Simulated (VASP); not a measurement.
# MgCd2S3: relaxation of cell and atoms with PBE

MgCd2S3:

```
Mg Cd S
1.0
    -2.07530    6.24403    2.94049
     4.07506  -12.33286    5.49773
     2.06792    6.16397   -2.77566
Mg Cd S
2 4 6
Direct
  0.03833 0.51194 0.00486
  0.99539 0.99710 0.97529
  0.67490 0.99227 0.65446
  0.68871 0.51759 0.68760
  0.31776 0.00605 0.35979
  0.31905 0.49768 0.30767
  0.81600 0.15817 0.50770
  0.74185 0.62034 0.51699
  0.05581 0.10638 0.83238
  0.07534 0.64862 0.88785
  0.38763 0.09806 0.12648
  0.45233 0.61451 0.15397
```

The cell was built by a generator and needn't be a form met in nature.

* Program: VASP 6.6.1
* Task: relaxation of cell and atoms
* Functional: PBE
* Potentials or basis: VASP PAW PBE potentials, release 64 (Mg, Cd, S)
* Cutoff: 520 eV
* k mesh: 4 × 4 × 4
* Occupations: gaussian, width 0.05 eV
* Spin: no spin polarisation
* Further INCAR settings: PREC = Normal; LREAL = Auto; ALGO = Fast; EDIFF = 1e-05; ISYM = 0; IBRION = 2; EDIFFG = -0.03; NSW = 110; ISIF = 3

```
Relaxed volume                         : 25.03 Å³/atom
Relaxed cell                           : a = 7.164 Å, b = 14.335 Å, c = 7.172 Å, α = 146.39°, β = 59.90°, γ = 131.96°
Space group after relaxing (to 0.05 Å) : Imm2 (No. 44)
Energy gained by relaxing              : 205.3 meV/atom
Ionic steps                            : 26
Pressure after relaxing                : 0.0 GPa
Largest force after relaxing           : 0.028 eV/Å
Band gap on the k mesh                 : 1.69 eV, direct
```

Forces on the atoms (eV/Å):
```
Mg  -0.003  0.002  0.027
Mg  -0.007  0.012  0.010
Cd   0.011  0.008 -0.008
Cd  -0.014  0.002  0.000
Cd  -0.006  0.012 -0.003
Cd  -0.007 -0.010 -0.004
S    0.011  0.000  0.002
S    0.006 -0.017 -0.013
S    0.014 -0.008 -0.005
S   -0.021  0.003 -0.018
S    0.002  0.005  0.021
S    0.014 -0.008 -0.009
```

Step by step:
| step | energy change (eV) | largest force (eV/Å) | pressure (GPa) | volume (Å³) |
| --- | --- | --- | --- | --- |
| 1 | 0.0000 | 5.2147 | 5.29 | 289.75 |
| 2 | -1.5833 | 1.4039 | -2.88 | 324.05 |
| 3 | -1.6629 | 1.5318 | -1.63 | 314.48 |
| 4 | -2.1241 | 0.7558 | -0.85 | 306.47 |
| 5 | -2.3147 | 0.6210 | 0.85 | 296.28 |
| 6 | -2.3188 | 0.5761 | 0.57 | 297.67 |
| 7 | -2.3831 | 0.3174 | -0.10 | 300.87 |
| 8 | -2.3948 | 0.2363 | -0.48 | 302.94 |
| 9 | -2.4169 | 0.1902 | 0.11 | 299.81 |
| 10 | -2.4191 | 0.1744 | 0.31 | 298.63 |
| 11 | -2.4352 | 0.1275 | 0.07 | 300.00 |
| 12 | -2.4420 | 0.1800 | -0.15 | 301.23 |
| 13 | -2.4428 | 0.2026 | -0.23 | 301.72 |
| 14 | -2.4536 | 0.1124 | 0.06 | 300.14 |
| 15 | -2.4548 | 0.1024 | 0.15 | 299.61 |
| 16 | -2.4534 | 0.1304 | 0.37 | 298.56 |
| 17 | -2.4550 | 0.1055 | 0.22 | 299.39 |
| 18 | -2.4607 | 0.0658 | -0.08 | 301.01 |
| 19 | -2.4607 | 0.0659 | -0.08 | 301.05 |
| 20 | -2.4622 | 0.0425 | 0.04 | 300.34 |
| 21 | -2.4623 | 0.0466 | 0.05 | 300.21 |
| 22 | -2.4632 | 0.0306 | 0.00 | 300.63 |
| 23 | -2.4634 | 0.0378 | -0.08 | 300.93 |
| 24 | -2.4639 | 0.0344 | -0.01 | 300.68 |
| 25 | -2.4640 | 0.0302 | -0.02 | 300.59 |
| 26 | -2.4641 | 0.0277 | 0.04 | 300.42 |

Final structure:
```
CELL_PARAMETERS angstrom
-2.06912 6.20971 2.91300
4.13797 -12.41945 5.84209
2.07636 6.21234 -2.92105
ATOMIC_POSITIONS crystal
Mg 0.00293 0.50011 0.00142
Mg 0.00220 0.00056 0.00085
Cd 0.67058 0.00080 0.66325
Cd 0.67227 0.50194 0.66668
Cd 0.34062 0.00325 0.33688
Cd 0.34186 0.50254 0.33848
S 0.77108 0.13459 0.50029
S 0.77317 0.63509 0.50205
S 0.08468 0.12255 0.83931
S 0.08649 0.62380 0.84207
S 0.40825 0.12212 0.16155
S 0.40897 0.62136 0.16221
```

Levels at points of the mesh, in eV from the valence-band top:
```tsv
k point	band 42	band 43	band 44	band 45	band 46	band 47
(0.00, 0.00, 0.00)	-0.08	-0.05	0.00	1.69	3.39	4.75
(0.50, 0.00, 0.00)	-0.62	-0.55	-0.49	3.31	3.70	3.89
(0.00, 0.50, 0.00)	-0.34	-0.33	-0.33	3.20	3.21	4.60
(0.50, 0.50, 0.00)	-0.85	-0.44	-0.44	3.72	3.72	4.39
(0.00, 0.00, 0.50)	-0.62	-0.55	-0.49	3.31	3.69	3.89
(0.50, 0.00, 0.50)	-0.58	-0.48	-0.10	3.39	3.53	3.68
(0.00, 0.50, 0.50)	-0.85	-0.44	-0.44	3.72	3.72	4.38
(0.50, 0.50, 0.50)	-0.91	-0.78	-0.78	4.15	4.15	4.19
```

Run time: 29 min on 4 MPI ranks on Intel(R) Xeon(R) Platinum 8488C (Sapphire Rapids), on a shared host, peak memory 0.62 GiB a rank.

As with any semilocal functional, this PBE gap is likely too small.
